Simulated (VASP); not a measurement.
Level of theory: rev-vdW-DF2, VASP's PBE PAW potentials (set 64) (plane waves; VASP).

VASP input:

INCAR:
```
# general
SYSTEM   = SiO2
PREC     = Accurate
ENCUT    = 520   # plane-wave cut-off (eV)
LREAL    = F   # projection in real space or not
LASPH    = T   # aspherical one-centre terms

# electronic loop
EDIFF    = 1E-7   # SCF stop (eV)
NELM     = 100   # most electronic steps
ALGO     = Normal   # blocked Davidson

# smearing
ISMEAR   = -5

# functional
GGA      = MK
LUSE_VDW = T
AGGAC    = 0.0
PARAM1   = 0.1234568
PARAM2   = 0.7114
ZAB_VDW  = -1.8867

# ions
ISIF     = 2

# output
LWAVE    = F
LCHARG   = T
LORBIT   = 11   # lm-projected
NEDOS    = 601   # DOS grid

# other
LEFG     = T
```

POSCAR:
```
SiO2
1
    4.2053651625    -0.0000000000     0.0000000000
    0.0000000000     4.2053651625     0.0000000000
    0.0000000000     0.0000000000     2.6958526020
Si O
2 4
Direct
  0.0000000000   0.0000000000   0.0000000000
  0.5000000000   0.5000000000   0.5000000000
  0.3060123604   0.3060123604   1.0000000000
  0.8060123604   0.1939876396   0.5000000000
  0.1939876396   0.8060123604   0.5000000000
  0.6939876396   0.6939876396   0.0000000000
```

**KPOINTS**
```
K-points
0
G
  6 6 9
```

POTCAR, in this order: Si O (PBE.64 set). Program: vasp_std.

What VASP printed:

### OUTCAR
```
 ion  position               nearest neighbor table
   1  0.000  0.000  0.000-   4 1.77   5 1.77   4 1.77   5 1.77   3 1.82   6 1.82
   2  0.500  0.500  0.500-   3 1.77   6 1.77   3 1.77   6 1.77   5 1.82   4 1.82
   3  0.306  0.306  0.000-   2 1.77   2 1.77   1 1.82
   4  0.806  0.194  0.500-   1 1.77   1 1.77   2 1.82
   5  0.194  0.806  0.500-   1 1.77   1 1.77   2 1.82
   6  0.694  0.694  0.000-   2 1.77   2 1.77   1 1.82
  LATTYP: Found a simple tetragonal cell.
 ALAT       =     4.2053651625
 C/A-ratio  =     0.6410507763
 Subroutine PRICEL returns:
 Original cell was already a primitive cell.
 Subroutine GETGRP returns: Found 16 space group operations
The static configuration has the point symmetry D_2h.
 The point group associated with its full space group is D_4h.
The dynamic configuration has the point symmetry D_2h.
 Subroutine INISYM returns: Found 16 space group operations
 Subroutine IBZKPT returns following result:
 Found     50 irreducible k-points:

 Following reciprocal coordinates:
            Coordinates               Weight
  0.000000  0.000000  0.000000      1.000000
  0.166667  0.000000  0.000000      4.000000
  0.333333  0.000000  0.000000      4.000000
...
```

OSZICAR:
```
       N       E                     dE             d eps       ncg     rms          rms(c)
DAV:   1     0.171601113159E+03    0.17160E+03   -0.18205E+04  2016   0.154E+03
DAV:   2    -0.371046379820E+02   -0.20871E+03   -0.20249E+03  2704   0.319E+02
DAV:   3    -0.442196601246E+02   -0.71150E+01   -0.70904E+01  2400   0.637E+01
DAV:   4    -0.442771485054E+02   -0.57488E-01   -0.57426E-01  2384   0.648E+00
DAV:   5    -0.442778007038E+02   -0.65220E-03   -0.65214E-03  2296   0.664E-01    0.169E+01
DAV:   6    -0.394666095913E+02    0.48112E+01   -0.19467E+01  2220   0.311E+01    0.740E+00
DAV:   7    -0.394866372382E+02   -0.20028E-01   -0.52152E-01  2360   0.513E+00    0.288E+00
DAV:   8    -0.394940230917E+02   -0.73859E-02   -0.17830E-02  2256   0.144E+00    0.106E+00
DAV:   9    -0.394978461028E+02   -0.38230E-02   -0.67780E-03  2268   0.920E-01    0.215E-01
DAV:  10    -0.394979873574E+02   -0.14125E-03   -0.61837E-04  2344   0.202E-01    0.509E-02
DAV:  11    -0.394979524039E+02    0.34954E-04   -0.15564E-04  2324   0.961E-02    0.149E-02
DAV:  12    -0.394979528348E+02   -0.43092E-06   -0.73283E-06  2340   0.198E-02    0.496E-03
DAV:  13    -0.394979527242E+02    0.11063E-06   -0.76710E-07  2324   0.682E-03    0.125E-03
DAV:  14    -0.394979527270E+02   -0.28417E-08   -0.17100E-08  1296   0.115E-03
   1 F= -.39497953E+02 E0= -.39497953E+02  d E =0.000000E+00
```

File OUTCAR:
```
------------------------ aborting loop because EDIFF is reached ----------------------------------------
  FORCE on cell =-STRESS in cart. coord.  units (eV):
  Direction    XX          YY          ZZ          XY          YZ          ZX
  --------------------------------------------------------------------------------------
  Total        0.0405888      0.0405888     -0.0529935      0.0000000      0.0000000      0.0000000
  in kB        1.3639977      1.3639977     -1.7808592      0.0000000      0.0000000      0.0000000
  external PRESSURE =       0.3157120 kB  Pullay stress =       0.0000000 kB
  volume of cell :       47.68
      direct lattice vectors                 reciprocal lattice vectors
     4.205365162  0.000000000  0.000000000     0.237791479  0.000000000  0.000000000
     0.000000000  4.205365162  0.000000000     0.000000000  0.237791479  0.000000000
     0.000000000  0.000000000  2.695852602     0.000000000  0.000000000  0.370940162
 POSITION                                       TOTAL-FORCE (eV/Angst)
 -----------------------------------------------------------------------------------
      0.00000      0.00000      0.00000         0.000000      0.000000      0.000000
      2.10268      2.10268      1.34793         0.000000      0.000000      0.000000
      1.28689      1.28689      0.00000        -0.012593     -0.012593     -0.000000
      3.38958      0.81579      1.34793        -0.012593      0.012593      0.000000
      0.81579      3.38958      1.34793         0.012593     -0.012593     -0.000000
      2.91847      2.91847      0.00000         0.012593      0.012593      0.000000
 -----------------------------------------------------------------------------------
    total drift:                                0.000000     -0.000000      0.000000
  FREE ENERGIE OF THE ION-ELECTRON SYSTEM (eV)
  ---------------------------------------------------
  free  energy   TOTEN  =       -39.4979527270 eV

  energy  without entropy=      -39.4979527270  energy(sigma->0) =      -39.49795273

 total charge

# of ion       s       p       d       tot
------------------------------------------
    1        0.579   0.849   0.000   1.428
    2        0.579   0.849   0.000   1.428
    3        1.543   3.674   0.000   5.217
    4        1.543   3.674   0.000   5.217
    5        1.543   3.674   0.000   5.217
    6        1.543   3.674   0.000   5.217
--------------------------------------------------
tot          7.330  16.393   0.000  23.724

 Electric field gradients after diagonalization (V/A^2)
 (convention: |V_zz| > |V_xx| > |V_yy|)
----------------------------------------------------------------------
 ion       V_xx      V_yy      V_zz     asymmetry (V_yy - V_xx)/ V_zz
----------------------------------------------------------------------
   1     -16.152    -2.701    18.853       0.713
   2     -16.152    -2.701    18.853       0.713
   3      62.469    48.572  -111.041       0.125
   4      62.469    48.572  -111.041       0.125
   5      62.469    48.572  -111.041       0.125
   6      62.469    48.572  -111.041       0.125
```
(Selected blocks of OUTCAR.)

The compound is SiO2 in the rutile structure, stishovite, a high-pressure form. It was relaxed first.
